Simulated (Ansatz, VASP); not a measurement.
# NiO (rocksalt prototype): VASP beside Ansatz, part 3 of 3

One calculation is typed for both programs; each brings its own data sets. How far apart do they land? The start cell is built, not measured: As first built, before any earlier steps moved the atoms or strained the cell (in the runner's words): rocksalt prototype, lattice guessed from radii. The cell is taken from a series of runs on this material, whose earlier steps may have relaxed, scaled, displaced or heated it; both programs get it as it stands.

VASP 6.6.1 and Ansatz 0.2.0.

So far: Set-up; Ansatz: single point, LDA, DFT+U, pair 1; VASP: single point, LDA, DFT+U, pair 1; Comparison; Other set-ups; Ansatz: single point, LDA, DFT+U, pair 2.

**7. VASP: single point, LDA, DFT+U, pair 2**

Level of this step: LDA, DFT+U (Ni d 9.6 eV), spin-polarised from a ferromagnetic start; plane waves and PAW (Ni, O) (VASP).

The same cell, functional (in two slightly different forms), mesh and smearing now go to VASP, with its own data sets.

INCAR reads:

```
SYSTEM = NiO
PREC = Accurate
ENCUT = 520
EDIFF = 1E-06
NELM = 200
ISMEAR = -1
SIGMA = 0.05
LREAL = .FALSE.
ALGO = Normal
GGA = PW92
NBANDS = 37
ISPIN = 2
MAGMOM = 1.76 1.76 1.76 0.16 0.16 0.16
LDAU = .TRUE.
LDAUTYPE = 2
LDAUL = 2 -1
LDAUU = 9.6 0
LDAUJ = 0 0
LDAUPRINT = 1
LASPH = .TRUE.
LMAXMIX = 4
LORBIT = 11
LWAVE = .FALSE.
LCHARG = .FALSE.
ISIF = 2
GGA_COMPAT = .FALSE.
KPAR = 2
```

POSCAR reads:

```
NiO
1.0
    0.0000000000      2.1013440500      2.1013440500
   -2.1013440500      0.0000000000     -2.1013440500
   -4.2026881000     -4.2026881000      4.2026881000
Ni O
3 3
Direct
    0.0000000000      0.0000000000      0.0000000000
    0.3333333330      0.6666666670      0.6666666670
    0.6666666670      0.3333333330      0.3333333330
    0.6666666670      0.3333333330      0.8333333330
    0.0000000000      0.0000000000      0.5000000000
    0.3333333330      0.6666666670      0.1666666670
```

KPOINTS reads:

```
Automatic mesh
0
Gamma
11 11 4
0 0 0
```

The projector-augmented-wave data sets are Ni and O (LDA family, release 64).

Started as:

```sh
$ mpirun -np 2 vasp_std
```

Numbers of over 12 decimals in the logs are rounded to 6 here.

Output:

```text
[banner, memory and clock lines left out]
running    2 mpi-ranks, on    1 nodes
[...]
[... a notice as in an earlier step ...]

 LDA part: xc-table for (Slater(with rela. corr.)+PW92), standard interpolation
 POSCAR, INCAR and KPOINTS ok, starting setup
[...]
entering main loop
       N       E                     dE             d eps       ncg     rms          rms(c)
DAV:   1     0.453638385056E+03    0.45364E+03   -0.22150E+04  8752   0.174E+03
DAV:   2     0.350325249084E+02   -0.41861E+03   -0.38117E+03  8691   0.398E+02
DAV:   3    -0.261407831463E+02   -0.61173E+02   -0.58645E+02  9512   0.160E+02
DAV:   4    -0.281358511047E+02   -0.19951E+01   -0.19829E+01  9433   0.312E+01
[...]
DAV:  16    -0.337550667668E+02   -0.50264E-05   -0.93569E-06  9414   0.407E-02    0.149E-02
DAV:  17    -0.337550692931E+02   -0.25263E-05   -0.25618E-06  7414   0.269E-02    0.923E-03
DAV:  18    -0.337550696538E+02   -0.36064E-06   -0.20830E-06  6871   0.108E-02
   1 F= -.33755070E+02 E0= -.33755070E+02  d E =-.407032E-10  mag=     6.0000
```

OUTCAR, selected parts (step 7):

```text
  Total       -8.6171034     -8.6171034     -8.6171034      0.0001892     -0.0001892     -0.0001892
  in kB     -247.9871294   -247.9871294   -247.9871294      0.0054456     -0.0054456     -0.0054456
  external PRESSURE =    -247.9871294 kB  Pullay stress =       0.0000000 kB

 POSITION                                       TOTAL-FORCE (eV/Angst)
 -----------------------------------------------------------------------------------
      0.00000      0.00000      0.00000         0.000000      0.000000      0.000000
     -4.20269     -2.10134      2.10134         0.000000      0.000000      0.000000
     -2.10134      0.00000      2.10134         0.000000     -0.000000      0.000000
     -4.20269     -2.10134      4.20269        -0.000000     -0.000000     -0.000000
     -2.10134     -2.10134      2.10134        -0.000000      0.000000     -0.000000
     -2.10134     -0.00000      0.00000         0.000000      0.000000     -0.000000
 -----------------------------------------------------------------------------------
    total drift:                               -0.000000     -0.000000      0.000000

  FREE ENERGIE OF THE ION-ELECTRON SYSTEM (eV)
  ---------------------------------------------------
  free  energy   TOTEN  =       -33.7550696538 eV

  energy  without entropy=      -33.7550696537  energy(sigma->0) =      -33.75506965

 magnetization (x)
# of ion       s       p       d       tot
------------------------------------------
    1        0.010   0.012   1.884   1.905
    2        0.010   0.012   1.884   1.905
    3        0.010   0.012   1.884   1.905
    4        0.010   0.104   0.000   0.114
    5        0.010   0.104   0.000   0.114
    6        0.010   0.104   0.000   0.114
--------------------------------------------------
tot          0.060   0.348   5.651   6.059

[... 1 part as in an earlier step ...]

[... 2 further parts left out ...]
[key lines of the parts left out:]
E-fermi :   6.7800
```

The run ends at a pressure of -24.80 GPa.

**8. Differences**

What differs besides the data sets and the points named for the pairs above, as far as they apply: the data sets hold 72 valence electrons in Ansatz (on its default PAW (the set named soft_2) files) and 48 in VASP. Total energies have different zeros and are not compared.

The two programs side by side:

| quantity | Ansatz | VASP | difference |
| --- | --- | --- | --- |
| gap on the k mesh (eV) | 2.266 | 3.170 | -0.904 |
| total moment (μB) | 6.00 | 6.00 | 0.00 |
| moment on Ni1 (μB) | 1.76 | 1.91 | -0.15 |
| moment on Ni2 (μB) | 1.76 | 1.91 | -0.15 |
| moment on Ni3 (μB) | 1.76 | 1.91 | -0.15 |
| moment on O4 (μB) | 0.16 | 0.11 | +0.05 |
| moment on O5 (μB) | 0.16 | 0.11 | +0.05 |
| moment on O6 (μB) | 0.16 | 0.11 | +0.05 |

A gap on the mesh is an upper bound, since the band edges may lie between its points.

**9. Ansatz: single point, LDA, DFT+U, pair 3**

With cell and atoms fixed, the geometry can't cause a difference; cores, projectors, grids and the points listed under the comparison can.

The cell is taken from a series of runs on this material, whose earlier steps may have relaxed, scaled, displaced or heated it; both programs get it as it stands.

input.yaml reads:

```yaml
crystal:
  lattice:
    - [0.0, -2.10134405, -2.10134405]
    - [-4.2026881, 0.0, 0.0]
    - [2.10134405, 4.2026881, -2.10134405]
  atoms:
    - { symbol: Ni, position: [0.666666667, 0.666666667, 0.333333333], spin: 2.0 }
    - { symbol: Ni, position: [0.333333333, 0.333333333, 0.666666667], spin: 2.0 }
    - { symbol: Ni, position: [0.0, 0.0, 0.0], spin: 2.0 }
    - { symbol: O, position: [0.666666667, 0.166666667, 0.333333333] }
    - { symbol: O, position: [0.333333333, 0.833333333, 0.666666667] }
    - { symbol: O, position: [0.0, 0.5, 0.0] }
magnetization:
  spin_polarized: true
kpoints:
  mp_grid: { grid: [10, 10, 10] }
hamiltonian:
  xc: lda
  hubbard:
    sites:
      - { species: Ni, l: d, u_eff: 1.2 }
      - { site: 0, l: d, u_eff: 1.2, starting_ns: [{ spin: up, occupation_matrix: ni1_major }, { spin: down, occupation_matrix: ni1_minor }] }
      - { site: 1, l: d, u_eff: 1.2, starting_ns: [{ spin: up, occupation_matrix: ni1_major }, { spin: down, occupation_matrix: ni1_minor }] }
      - { site: 2, l: d, u_eff: 1.2, starting_ns: [{ spin: up, occupation_matrix: ni1_major }, { spin: down, occupation_matrix: ni1_minor }] }
    projectors: ortho-atomic
    occupation_matrices:
      ni1_major:
        matrix:
          - [0.973, 0.0, 0.0, 0.0, 0.0]
          - [0.0, 0.996, 0.0, 0.0, 0.0]
          - [0.0, 0.0, 0.996, 0.0, 0.0]
          - [0.0, 0.0, 0.0, 0.973, 0.0]
          - [0.0, 0.0, 0.0, 0.0, 0.996]
      ni1_minor:
        matrix:
          - [0.289, 0.0, 0.0, 0.0, 0.0]
          - [0.0, 0.988, 0.0, 0.0, 0.0]
          - [0.0, 0.0, 0.988, 0.0, 0.0]
          - [0.0, 0.0, 0.0, 0.289, 0.0]
          - [0.0, 0.0, 0.0, 0.0, 0.988]
scf:
  occupations: { method: fermi_dirac, width: 0.05 }
output:
  eigenvalues: true
```

Started as:

```sh
$ ansatz run input.yaml --threads 4 --pin off --max-ram 8192MiB --backend cpu --events-out ev --progress --plain --runs-dir out
```

Output:

```text
[...]
Crystal: 6 atoms, lattice volume = 55.673 Å³
Basis set: ecut = 420 eV, 1089 PW (Γ)
Bands: 47, of which v1, the nominal top of the filled ones, is band 36 counted from 1 (35 counted from 0)
Symmetry: 24 space group operations
[...]
k-points: 171 of 1000
[...]
Starting moments: Σ|m| = 6 μB on 3 of 6 sites
[...]
k-point 1 ↑: bands = [... 32 lower, 11.2486, 11.4410, 11.5745, 11.6248, 11.7098, 12.3389, 13.2469, 15.1964, ... 7 higher]
  k-point 2 ↑: bands = [... 32 lower, 11.3236, 11.5019, 11.6092, 11.6748, 11.7459, 11.7714, 13.4967, 15.7771, ... 7 higher]
  k-point 170 ↓: bands = [... 32 lower, 12.6905, 13.7515, 14.4761, 14.8156, 15.2183, 15.3472, 15.5416, 20.0594, ... 7 higher]
Occupation matrices written to <dir>
[key lines of the parts left out:]
SCF converged after 16 iterations
Magnetization: 5.3410 μB (38.6705 up, 33.3295 down)
Free energy (F): -18979.683329 eV
Fermi energy:    13.460896 eV
```

**10. VASP: single point, LDA, DFT+U, pair 3**

The same cell, functional (in two slightly different forms), mesh and smearing now go to VASP, with its own data sets.

INCAR: that of step 7 with these lines changed.

```diff
@@ -10,5 +10,5 @@
 GGA = PW92
-NBANDS = 37
+NBANDS = 36
 ISPIN = 2
-MAGMOM = 1.76 1.76 1.76 0.16 0.16 0.16
+MAGMOM = 1.43 1.43 1.43 0.3 0.3 0.3
 LDAU = .TRUE.
@@ -16,3 +16,3 @@
 LDAUL = 2 -1
-LDAUU = 9.6 0
+LDAUU = 1.2 0
 LDAUJ = 0 0
```

POSCAR reads:

```
NiO
1.0
    0.0000000000     -2.1013440500     -2.1013440500
   -4.2026881000      0.0000000000      0.0000000000
    2.1013440500      4.2026881000     -2.1013440500
Ni O
3 3
Direct
    0.6666666670      0.6666666670      0.3333333330
    0.3333333330      0.3333333330      0.6666666670
    0.0000000000      0.0000000000      0.0000000000
    0.6666666670      0.1666666670      0.3333333330
    0.3333333330      0.8333333330      0.6666666670
    0.0000000000      0.5000000000      0.0000000000
```

KPOINTS reads:

```
Automatic mesh
0
Gamma
10 10 10
0 0 0
```

Started as:

```sh
$ mpirun -np 2 vasp_std
```

Output:

```text
[... set-up lines as in an earlier step ...]
 entering main loop
       N       E                     dE             d eps       ncg     rms          rms(c)
DAV:   1     0.446350285999E+03    0.44635E+03   -0.21835E+04 25104   0.175E+03
DAV:   2     0.152734520335E+02   -0.43108E+03   -0.39285E+03 24872   0.403E+02
DAV:   3    -0.419497611840E+02   -0.57223E+02   -0.53560E+02 27140   0.157E+02
DAV:   4    -0.438972653955E+02   -0.19475E+01   -0.19278E+01 28688   0.305E+01
[...]
DAV:  14    -0.380943346761E+02    0.16059E-04   -0.17648E-04 28876   0.960E-02    0.242E-02
DAV:  15    -0.380943362790E+02   -0.16029E-05   -0.87020E-06 26700   0.268E-02    0.163E-02
DAV:  16    -0.380943361911E+02    0.87839E-07   -0.31977E-06 20196   0.297E-02
   1 F= -.38094336E+02 E0= -.38081204E+02  d E =-.262639E-01  mag=     5.3923
```

Parts of OUTCAR (step 10):

```text
  Total       -6.0117886     -5.9583846     -5.9583846      0.0000000     -0.0029621     -0.0000000
  in kB     -173.0101325   -171.4732465   -171.4732465      0.0000000     -0.0852437     -0.0000000
  external PRESSURE =    -171.9855419 kB  Pullay stress =       0.0000000 kB

 POSITION                                       TOTAL-FORCE (eV/Angst)
 -----------------------------------------------------------------------------------
     -2.10134     -0.00000     -2.10134        -0.000000     -0.000000      0.000000
      0.00000      2.10134     -2.10134         0.000000     -0.000000     -0.000000
      0.00000      0.00000      0.00000         0.000000      0.000000     -0.000000
     -0.00000     -0.00000     -2.10134        -0.000000      0.000000      0.000000
     -2.10134      2.10134     -2.10134        -0.000000      0.000000     -0.000000
     -2.10134      0.00000      0.00000         0.000000      0.000000      0.000000
 -----------------------------------------------------------------------------------
    total drift:                               -0.000000      0.000000      0.000000

  FREE ENERGIE OF THE ION-ELECTRON SYSTEM (eV)
  ---------------------------------------------------
  free  energy   TOTEN  =       -38.0943361911 eV

  energy  without entropy=      -38.0680722806  energy(sigma->0) =      -38.08120424

 magnetization (x)
# of ion       s       p       d       tot
------------------------------------------
    1        0.011   0.015   1.443   1.469
    2        0.011   0.015   1.443   1.469
    3        0.011   0.015   1.443   1.469
    4        0.028   0.255   0.000   0.282
    5        0.028   0.255   0.000   0.282
    6        0.028   0.255   0.000   0.282
--------------------------------------------------
tot          0.115   0.810   4.330   5.255

[... 3 further parts left out ...]
[key lines of the parts left out:]
E-fermi :   7.1035
```

The run ends at a pressure of -17.20 GPa.

**11. Differences**

What differs besides the data sets and the points named for the pairs above, as far as they apply: the data sets hold 72 valence electrons in Ansatz (on its default PAW (the set named soft_2) files) and 48 in VASP. Total energies have different zeros and are not compared.

The two programs side by side:

| quantity | Ansatz | VASP | difference |
| --- | --- | --- | --- |
| total moment (μB) | 5.34 | 5.39 | -0.05 |
| moment on Ni1 (μB) | 1.43 | 1.47 | -0.04 |
| moment on Ni2 (μB) | 1.43 | 1.47 | -0.04 |
| moment on Ni3 (μB) | 1.43 | 1.47 | -0.04 |
| moment on O4 (μB) | 0.30 | 0.28 | +0.01 |
| moment on O5 (μB) | 0.30 | 0.28 | +0.01 |
| moment on O6 (μB) | 0.30 | 0.28 | +0.01 |

**12. What came out**

```json
{
  "difference in gap on the k mesh (single point, LDA, DFT+U, pair 1)": "-0.44 eV",
  "difference in gap on the k mesh (single point, LDA, DFT+U, pair 2)": "-0.90 eV",
  "difference in total moment (single point, LDA, DFT+U, pair 3)": "-0.051 μB"
}
```

The difference in gap on the k mesh is -0.90 eV (single point, LDA, DFT+U, pair 2). The data sets hold unlike numbers of valence electrons (72 in Ansatz and 48 in VASP), so part of the differences may come from the potentials. Single point, LDA, DFT+U, pair 1, VASP with the data sets Ni_sv_GW and O: the difference in gap on the k mesh goes from -0.44 to -0.11 eV. What causes the difference of the single point, LDA, DFT+U, pair 2 pair stays open here. Pairs 1 and 2 hold one cell, so they aren't independent. 2 further pairs of this series are not shown here. How closely two codes agree says nothing of how well the functional describes the real material.

[Lines on the potential files, build, host, timing and source positions are cut from VASP's logs without a mark.]

[Logs are printed without paths, hosts, clocks, repeated set-up lines and the standing remarks that a program may print on its own settings, such as how far it seeks lower states.]

[Hosts, paths, dates, database ids (printed as entryN), source tags and the programs' standing remarks are cut or masked in the printed files.]
